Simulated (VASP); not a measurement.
**LiH: the band gap, functional by functional**

How does the band gap of LiH depend on the functional? The starting structure is a measured crystal structure from the Crystallography Open Database. Cell and atoms stay as given. Meshes and data sets differ where the inputs say so.

Main program and level: VASP 6.6.1; Kohn-Sham DFT with plane waves and PAW; LDA, PBE, r2SCAN, TB-mBJ, HSE06, PBE0 and r2SCAN-EpsX.

The database entry behind the starting cell differs from later determinations by our own check (the deuteride, about 0.2 % short), so it need not match the best structure at ambient conditions.

### Step 1. The starting structure

Symmetry: Fm-3m, No. 225, cubic system. Conventional cell: a = 4.074 Å, b = 4.074 Å, c = 4.074 Å, α = 90.00°, β = 90.00°, γ = 90.00°. Nearest to Li lie 6 H at 2.04 Å. H has 6 Li at 2.04 Å nearest. Farther neighbours are not listed.

Coordinates:

```cif
data_structure
_symmetry_space_group_name_H-M 'P 1'
_symmetry_Int_Tables_number 1
_cell_length_a 2.8804
_cell_length_b 2.8804
_cell_length_c 2.8804
_cell_angle_alpha 60.000
_cell_angle_beta 60.000
_cell_angle_gamma 60.000
_cell_volume 16.90
loop_
_atom_site_label
_atom_site_type_symbol
_atom_site_fract_x
_atom_site_fract_y
_atom_site_fract_z
_atom_site_occupancy
Li1 Li 0.00000 0.00000 0.00000 1
H2 H 0.50000 0.50000 0.50000 1
```

### Step 2. Bands with LDA

LDA, the lowest rung, knows the local density alone.

Input file INCAR:

```
SYSTEM = LiH
PREC = Accurate
ENCUT = 580
EDIFF = 1E-06
NELM = 100
ISMEAR = 0
SIGMA = 0.03
LREAL = .FALSE.
ALGO = Normal
GGA = CA
NBANDS = 14
LORBIT = 11
LWAVE = .FALSE.
LCHARG = .FALSE.
KPAR = 4
```

Input file POSCAR:

```
LiH
1.0
    0.0000000000      2.0367500000      2.0367500000
    2.0367500000      0.0000000000      2.0367500000
    2.0367500000      2.0367500000      0.0000000000
Li H
1 1
Direct
    0.0000000000      0.0000000000      0.0000000000
    0.5000000000      0.5000000000      0.5000000000
```

Input file KPOINTS:

```
Automatic mesh
0
Gamma
10 10 10
0 0 0
```

Input file KPOINTS_OPT:

```
Line mode
10
Line-mode
Reciprocal
  0.00000000   0.00000000   0.00000000 GAMMA
  0.50000000   0.00000000   0.50000000 X

  0.50000000   0.00000000   0.50000000 X
  0.50000000   0.25000000   0.75000000 W

  0.50000000   0.25000000   0.75000000 W
  0.37500000   0.37500000   0.75000000 K

  0.37500000   0.37500000   0.75000000 K
  0.00000000   0.00000000   0.00000000 GAMMA

  0.00000000   0.00000000   0.00000000 GAMMA
  0.50000000   0.50000000   0.50000000 L

  0.50000000   0.50000000   0.50000000 L
  0.62500000   0.25000000   0.62500000 U

  0.62500000   0.25000000   0.62500000 U
  0.50000000   0.25000000   0.75000000 W

  0.50000000   0.25000000   0.75000000 W
  0.50000000   0.50000000   0.50000000 L

  0.50000000   0.50000000   0.50000000 L
  0.37500000   0.37500000   0.75000000 K

  0.62500000   0.25000000   0.62500000 U
  0.50000000   0.00000000   0.50000000 X
```

Potentials, in the order of the species: Li_sv and H (LDA family, release 64).

The run is started by

```
$ mpirun -np 4 vasp_std
```

Output:

```text
[banner, memory and clock lines left out]
running    4 mpi-ranks, on    1 nodes
 distrk:  each k-point on    1 cores,    4 groups
 distr:  one band on    1 cores,    1 groups

 POSCAR found type information on POSCAR LiH
 POSCAR found :  2 types and       2 ions
 LDA part: xc-table for (Slater(with rela. corr.)+CA(PZ))
 , standard interpolation
 POSCAR, INCAR and KPOINTS ok, starting setup
 FFT: planning ... GRIDC
 FFT: planning ... GRID_SOFT
 FFT: planning ... GRID
 WAVECAR not read
 entering main loop
       N       E                     dE             d eps       ncg     rms          rms(c)
DAV:   1     0.157486259764E+01    0.15749E+01   -0.14447E+03  1316   0.270E+02
DAV:   2    -0.655249505403E+01   -0.81274E+01   -0.80228E+01  1764   0.588E+01
DAV:   3    -0.671972218733E+01   -0.16723E+00   -0.16711E+00  1622   0.688E+00
DAV:   4    -0.672028398685E+01   -0.56180E-03   -0.56178E-03  1550   0.384E-01
DAV:   5    -0.672028636051E+01   -0.23737E-05   -0.23737E-05  1626   0.236E-02    0.277E+00
DAV:   6    -0.653077349686E+01    0.18951E+00   -0.15940E-01  1640   0.755E-01    0.135E+00
DAV:   7    -0.646868800569E+01    0.62085E-01   -0.17678E-01  1690   0.877E-01    0.196E-01
DAV:   8    -0.646938194034E+01   -0.69393E-03   -0.29261E-03  1556   0.263E-01    0.394E-02
DAV:   9    -0.646933630478E+01    0.45636E-04   -0.13746E-04  1726   0.287E-02    0.458E-03
DAV:  10    -0.646933649056E+01   -0.18578E-06   -0.30047E-06  1564   0.952E-03
   1 F= -.64693365E+01 E0= -.64693365E+01  d E =-.191412E-49
 Start KPOINTS_OPT (optional k-point list driver)
k-point batch [1-47\100]
       N       E                     dE             ncg
DAV:   1    -0.391782881758E+04   -0.10530E+05     1316
DAV:   2    -0.429254526814E+04   -0.37472E+03     1780
DAV:   3    -0.430094821289E+04   -0.84029E+01     1624
DAV:   4    -0.430099137344E+04   -0.43161E-01     1572
DAV:   5    -0.430099170495E+04   -0.33151E-03     1712
DAV:   6    -0.430099170871E+04   -0.37540E-05     1590
DAV:   7    -0.430099170876E+04   -0.57166E-07     1382
[...]
k-point batch [95-100\100]
       N       E                     dE             ncg
DAV:   1     0.809133289100E+04   -0.17708E+04      168
DAV:   2     0.803946568415E+04   -0.51867E+02      254
DAV:   3     0.803860691076E+04   -0.85877E+00      252
DAV:   4     0.803860573946E+04   -0.11713E-02      174
DAV:   5     0.803860573349E+04   -0.59731E-05      238
DAV:   6     0.803860573345E+04   -0.41088E-07      214
```

Run time: 6.2 s. Hardware: 4 MPI ranks of Intel Xeon Platinum 8259CL at 2.50GHz (Skylake/Cascade Lake), shared host; peak memory 0.49 GiB.

The logs omit lines about the potential files and the build; timing stands in the text.

OUTCAR, selected parts (step 2):

```text
ion  position               nearest neighbor table
   1  0.000  0.000  0.000-
   2  0.500  0.500  0.500-

  LATTYP: Found a face centered cubic cell.
 ALAT       =     4.0735000000

 Subroutine GETGRP returns: Found 48 space group operations
 (whereof 48 operations were pure point group operations)

The static configuration has the point symmetry O_h .

 Found     47 irreducible k-points:

   k-points           NKPTS =     47   k-points in BZ     NKDIM =     47   number of bands    NBANDS=     14

   dimension x,y,z NGX =    24 NGY =   24 NGZ =   24
   dimension x,y,z NGXF=    48 NGYF=   48 NGZF=   48

   ENCUT  =  580.0 eV  42.63 Ry    6.53 a.u.   5.66  5.66  5.66*2*pi/ulx,y,z

   NELECT =       4.0000    total number of electrons

 k-points in reciprocal lattice and weights: Automatic mesh
   0.00000000  0.00000000  0.00000000       0.001
   0.10000000  0.00000000  0.00000000       0.008
   0.20000000  0.00000000  0.00000000       0.008
   0.30000000  0.00000000  0.00000000       0.008
   0.40000000  0.00000000  0.00000000       0.008
   0.50000000  0.00000000  0.00000000       0.004
   0.10000000  0.10000000  0.00000000       0.006
   0.20000000  0.10000000  0.00000000       0.024
   0.30000000  0.10000000  0.00000000       0.024
[...]
-0.30000000  0.40000000  0.20000000       0.024
  -0.30000000  0.50000000  0.20000000       0.012

 average (electrostatic) potential at core
       1 -66.3177       2 -33.7215

 E-fermi :   0.2841

 k-point     1 :       0.0000    0.0000    0.0000
  band No.  band energies     occupation
      1     -43.5278      2.00000
      2      -5.3990      2.00000
      3      15.4829      0.00000
      4      16.9068      0.00000
      5      16.9068      0.00000
      6      16.9068      0.00000
      7      21.6479      0.00000
    ...

 k-point     2 :       0.1000    0.0000    0.0000
  band No.  band energies     occupation
      1     -43.5236      2.00000
      2      -5.2269      2.00000
      3      13.9611      0.00000
      4      16.1051      0.00000
      5      16.5448      0.00000
      6      16.5448      0.00000
      7      21.0952      0.00000
    ...

 k-point     3 :       0.2000    0.0000    0.0000
  band No.  band energies     occupation
      1     -43.5128      2.00000
      2      -4.7227      2.00000
      3      10.7713      0.00000
      4      14.9616      0.00000
      5      15.9485      0.00000
      6      15.9485      0.00000
      7      21.8699      0.00000
    ...

  Total       -0.4458648     -0.4458648     -0.4458648      0.0000000      0.0000000     -0.0000000
  in kB      -42.2737309    -42.2737309    -42.2737309      0.0000000      0.0000000     -0.0000000
  external PRESSURE =     -42.2737309 kB  Pullay stress =       0.0000000 kB

  energy-cutoff  :      580.00
  volume of cell :       16.90
      direct lattice vectors                 reciprocal lattice vectors
     0.000000000  2.036750000  2.036750000    -0.245489137  0.245489137  0.245489137
     2.036750000  0.000000000  2.036750000     0.245489137 -0.245489137  0.245489137
     2.036750000  2.036750000  0.000000000     0.245489137  0.245489137 -0.245489137

 POSITION                                       TOTAL-FORCE (eV/Angst)
 -----------------------------------------------------------------------------------
      0.00000      0.00000      0.00000         0.000000      0.000000      0.000000
      2.03675      2.03675      2.03675        -0.000000     -0.000000     -0.000000
 -----------------------------------------------------------------------------------
    total drift:                                0.000000     -0.000000     -0.000000

  FREE ENERGIE OF THE ION-ELECTRON SYSTEM (eV)
  ---------------------------------------------------
  free  energy   TOTEN  =        -6.4693364906 eV

  energy  without entropy=       -6.4693364906  energy(sigma->0) =       -6.46933649

 total charge
# of ion       s       p       d       tot
------------------------------------------
    1        2.018   0.074   0.000   2.092
    2        0.515   0.002   0.000   0.517
--------------------------------------------------
tot          2.534   0.076   0.000   2.609

[... 3 further parts left out ...]
```

At this level the cell is under a tension of 4.2 GPa, so at these settings it is away from equilibrium.

LDA gives a direct gap of 2.649 eV.

### Step 3. Bands with PBE

PBE, the usual starting point, adds the gradient of the density.

INCAR, as its differences from that of step 2:

```diff
@@ -9,3 +9,3 @@
 ALGO = Normal
-GGA = CA
+GGA = PE
 NBANDS = 14
```

POSCAR is that of step 2.

KPOINTS is that of step 2.

KPOINTS_OPT is that of step 2.

PAW data sets: Li_sv and H (PBE family, release 64).

The run is started by

```
$ mpirun -np 4 vasp_std
```

Output:

```text
[banner, memory and clock lines left out]
running    4 mpi-ranks, on    1 nodes
[...]
LDA part: xc-table for (Slater+PW92), standard interpolation
 POSCAR, INCAR and KPOINTS ok, starting setup
[...]
entering main loop
       N       E                     dE             d eps       ncg     rms          rms(c)
DAV:   1     0.201105289311E+01    0.20111E+01   -0.14501E+03  1316   0.272E+02
DAV:   2    -0.619180309596E+01   -0.82029E+01   -0.80953E+01  1754   0.591E+01
DAV:   3    -0.636293674494E+01   -0.17113E+00   -0.17101E+00  1628   0.694E+00
DAV:   4    -0.636353272919E+01   -0.59598E-03   -0.59596E-03  1526   0.390E-01
[...]
DAV:   9    -0.612289406508E+01    0.64626E-04   -0.13077E-04  1670   0.294E-02    0.528E-03
DAV:  10    -0.612288911390E+01    0.49512E-05   -0.51824E-06  1588   0.116E-02    0.256E-03
DAV:  11    -0.612288846489E+01    0.64900E-06   -0.17900E-07   930   0.123E-03
   1 F= -.61228885E+01 E0= -.61228885E+01  d E =-.255860E-56
 Start KPOINTS_OPT (optional k-point list driver)
k-point batch [1-47\100]
       N       E                     dE             ncg
DAV:   1    -0.400511027075E+04   -0.10618E+05     1316
DAV:   2    -0.438409163110E+04   -0.37898E+03     1766
DAV:   3    -0.439251922523E+04   -0.84276E+01     1630
DAV:   4    -0.439256345055E+04   -0.44225E-01     1548
DAV:   5    -0.439256380917E+04   -0.35862E-03     1718
DAV:   6    -0.439256381323E+04   -0.40624E-05     1568
DAV:   7    -0.439256381329E+04   -0.61278E-07     1424
[...]
k-point batch [95-100\100]
       N       E                     dE             ncg
DAV:   1     0.807969487613E+04   -0.17825E+04      168
DAV:   2     0.802690618581E+04   -0.52789E+02      254
DAV:   3     0.802602958673E+04   -0.87660E+00      252
DAV:   4     0.802602833364E+04   -0.12531E-02      174
DAV:   5     0.802602832764E+04   -0.60051E-05      230
DAV:   6     0.802602832758E+04   -0.56947E-07      228
```

Run time: 6.6 s. Hardware: 4 MPI ranks; peak memory 0.53 GiB.

From OUTCAR (step 3):

```text
  Total       -0.1934036     -0.1934036     -0.1934036      0.0000000      0.0000000     -0.0000000
  in kB      -18.3371579    -18.3371579    -18.3371579      0.0000000      0.0000000     -0.0000000
  external PRESSURE =     -18.3371579 kB  Pullay stress =       0.0000000 kB

 POSITION                                       TOTAL-FORCE (eV/Angst)
 -----------------------------------------------------------------------------------
      0.00000      0.00000      0.00000        -0.000000      0.000000      0.000000
      2.03675      2.03675      2.03675         0.000000     -0.000000     -0.000000
 -----------------------------------------------------------------------------------
    total drift:                                0.000000     -0.000000     -0.000000

  FREE ENERGIE OF THE ION-ELECTRON SYSTEM (eV)
  ---------------------------------------------------
  free  energy   TOTEN  =        -6.1228884649 eV

  energy  without entropy=       -6.1228884649  energy(sigma->0) =       -6.12288846

[... 2 parts as in an earlier step ...]

[... 1 further part left out ...]
[key lines of the parts left out:]
E-fermi :   0.2003
```

PBE gives a direct gap of 3.012 eV. The least gap is +0.363 eV from that of LDA.

### Step 4. Bands with r2SCAN

r2SCAN adds the kinetic-energy density, costs more than a GGA and is run with LASPH.

INCAR, as its differences from that of step 3:

```diff
@@ -9,3 +9,4 @@
 ALGO = Normal
-GGA = PE
+METAGGA = R2SCAN
+LASPH = .TRUE.
 NBANDS = 14
```

POSCAR is that of step 3.

KPOINTS is that of step 3.

KPOINTS_OPT is that of step 3.

The run is started by

```
$ mpirun -np 4 vasp_std
```

Output:

```text
[banner, memory and clock lines left out]
running    4 mpi-ranks, on    1 nodes
[...]
|                                                                             |
|               ----> ADVICE to this user running VASP <----                  |
|                                                                             |
|     You enforced a specific xc type in the INCAR file but a different       |
|     [... a line on the potential file left out ...]
|     I HOPE YOU KNOW WHAT YOU ARE DOING!                                     |
|                                                                             |

 LDA part: xc-table for (None), standard interpolation
 POSCAR, INCAR and KPOINTS ok, starting setup
[...]
entering main loop
       N       E                     dE             d eps       ncg     rms          rms(c)
DAV:   1     0.136550774722E+01    0.13655E+01   -0.14969E+03  1316   0.280E+02
DAV:   2    -0.721168069751E+01   -0.85772E+01   -0.84656E+01  1764   0.615E+01
[...]
DAV:  10    -0.681515213871E+01   -0.13607E-04   -0.51193E-05  1606   0.421E-02    0.316E-03
DAV:  11    -0.681515527895E+01   -0.31402E-05   -0.23225E-06  1612   0.963E-03    0.543E-04
DAV:  12    -0.681515572129E+01   -0.44234E-06   -0.51684E-08  1060   0.140E-03
   1 F= -.68151557E+01 E0= -.68151557E+01  d E =-.582973E-65
 Start KPOINTS_OPT (optional k-point list driver)
k-point batch [1-47\100]
       N       E                     dE             ncg
DAV:   1    -0.416423060851E+04   -0.10777E+05     1316
DAV:   2    -0.456877129281E+04   -0.40454E+03     1770
DAV:   3    -0.457953976497E+04   -0.10768E+02     1654
DAV:   4    -0.457963318210E+04   -0.93417E-01     1628
DAV:   5    -0.457963426602E+04   -0.10839E-02     1696
DAV:   6    -0.457963428294E+04   -0.16921E-04     1606
DAV:   7    -0.457963428328E+04   -0.33848E-06     1560
[...]
k-point batch [95-100\100]
       N       E                     dE             ncg
DAV:   1     0.806027722895E+04   -0.18019E+04      168
DAV:   2     0.800355012743E+04   -0.56727E+02      232
DAV:   3     0.800213431302E+04   -0.14158E+01      258
DAV:   4     0.800212629533E+04   -0.80177E-02      218
DAV:   5     0.800212625639E+04   -0.38937E-04      244
DAV:   6     0.800212625612E+04   -0.27203E-06      208
```

Wall time 22 s (4 MPI ranks); peak memory 0.54 GiB; 83 s of CPU time.

OUTCAR, selected parts (step 4):

```text
  Total       -0.2041002     -0.2041002     -0.2041002     -0.0000000      0.0000000     -0.0000000
  in kB      -19.3513264    -19.3513264    -19.3513264     -0.0000000      0.0000000     -0.0000000
  external PRESSURE =     -19.3513264 kB  Pullay stress =       0.0000000 kB

 POSITION                                       TOTAL-FORCE (eV/Angst)
 -----------------------------------------------------------------------------------
      0.00000      0.00000      0.00000        -0.000000     -0.000000      0.000000
      2.03675      2.03675      2.03675         0.000000      0.000000      0.000000
 -----------------------------------------------------------------------------------
    total drift:                                0.000000     -0.000000     -0.000000

  FREE ENERGIE OF THE ION-ELECTRON SYSTEM (eV)
  ---------------------------------------------------
  free  energy   TOTEN  =        -6.8151557213 eV

  energy  without entropy=       -6.8151557213  energy(sigma->0) =       -6.81515572

[... 2 parts as in an earlier step ...]

[... 1 further part left out ...]
[key lines of the parts left out:]
E-fermi :  -0.0493
```

r2SCAN gives a direct gap of 3.606 eV. The least gap is +0.958 eV from that of LDA.

### Step 5. Bands with TB-mBJ

TB-mBJ is a local potential fitted to gaps: it costs far less than a hybrid but gives no energy. Its energies, forces and stress mean nothing.

INCAR, as its differences from that of step 4:

```diff
@@ -4,3 +4,3 @@
 EDIFF = 1E-06
-NELM = 100
+NELM = 150
 ISMEAR = 0
@@ -9,3 +9,3 @@
 ALGO = Normal
-METAGGA = R2SCAN
+METAGGA = MBJ
 LASPH = .TRUE.
```

POSCAR is that of step 4.

KPOINTS is that of step 4.

KPOINTS_OPT is that of step 4.

The run is started by

```
$ mpirun -np 4 vasp_std
```

Output:

```text
[banner, memory and clock lines left out]
running    4 mpi-ranks, on    1 nodes
[...]
[... a notice as in an earlier step ...]

 LDA part: xc-table for (None), standard interpolation
 POSCAR, INCAR and KPOINTS ok, starting setup
[...]
entering main loop
       N       E                     dE             d eps       ncg     rms          rms(c)
DAV:   1     0.550193840503E+01    0.55019E+01   -0.14240E+03  1316   0.270E+02
DAV:   2    -0.235070838442E+01   -0.78526E+01   -0.76711E+01  1758   0.576E+01
DAV:   3    -0.250959301278E+01   -0.15888E+00   -0.15875E+00  1640   0.657E+00
DAV:   4    -0.251017355025E+01   -0.58054E-03   -0.58053E-03  1538   0.385E-01
[...]
DAV:  50    -0.209316932094E+01   -0.99118E-05   -0.42017E-09   700   0.237E-04    0.498E-05
DAV:  51    -0.209321091244E+01   -0.41591E-04   -0.62420E-10   688   0.125E-04    0.392E-05
DAV:  52    -0.209321041212E+01    0.50033E-06   -0.13390E-09   700   0.135E-04
   1 F= -.20932104E+01 E0= -.20932104E+01  d E =-.446203E-67
 Start KPOINTS_OPT (optional k-point list driver)
k-point batch [1-47\100]
       N       E                     dE             ncg
DAV:   1    -0.426256950147E+04   -0.10875E+05     1316
DAV:   2    -0.467888998387E+04   -0.41632E+03     1788
DAV:   3    -0.468920321420E+04   -0.10313E+02     1652
DAV:   4    -0.468926036400E+04   -0.57150E-01     1574
DAV:   5    -0.468926079727E+04   -0.43326E-03     1740
DAV:   6    -0.468926080176E+04   -0.44964E-05     1556
DAV:   7    -0.468926080181E+04   -0.43363E-07     1510
[...]
k-point batch [95-100\100]
       N       E                     dE             ncg
DAV:   1     0.804341117208E+04   -0.18187E+04      168
DAV:   2     0.798473675288E+04   -0.58674E+02      264
DAV:   3     0.798357474203E+04   -0.11620E+01      210
DAV:   4     0.798356972640E+04   -0.50156E-02      218
DAV:   5     0.798356969642E+04   -0.29976E-04      230
DAV:   6     0.798356969632E+04   -0.10175E-06      212
```

Wall time 25 s (4 MPI ranks); peak memory 0.54 GiB.

From OUTCAR (step 5):

```text
  Total       -0.8636576     -0.8636576     -0.8636576      0.0000000      0.0000000     -0.0000000
  in kB      -81.8858800    -81.8858800    -81.8858800      0.0000000      0.0000000     -0.0000000
  external PRESSURE =     -81.8858800 kB  Pullay stress =       0.0000000 kB

  FREE ENERGIE OF THE ION-ELECTRON SYSTEM (eV)
  ---------------------------------------------------
  free  energy   TOTEN  =        -2.0932104121 eV

  energy  without entropy=       -2.0932104121  energy(sigma->0) =       -2.09321041

[... 3 parts as in an earlier step ...]

[... 1 further part left out ...]
[key lines of the parts left out:]
E-fermi :  -0.6384
```

TB-mBJ gives a direct gap of 5.043 eV. The least gap is +2.394 eV from that of LDA.

(Continued in part 2 of 2.)

[Lines on the potential files, build, host, timing and source positions are cut from VASP's logs without a mark.]

[Logs are printed without paths, hosts, clocks, repeated set-up lines and the standing remarks that a program may print on its own settings, such as how far it seeks lower states.]

[Hosts, paths, dates, database ids (printed as entryN), source tags and the programs' standing remarks are cut or masked in the printed files.]
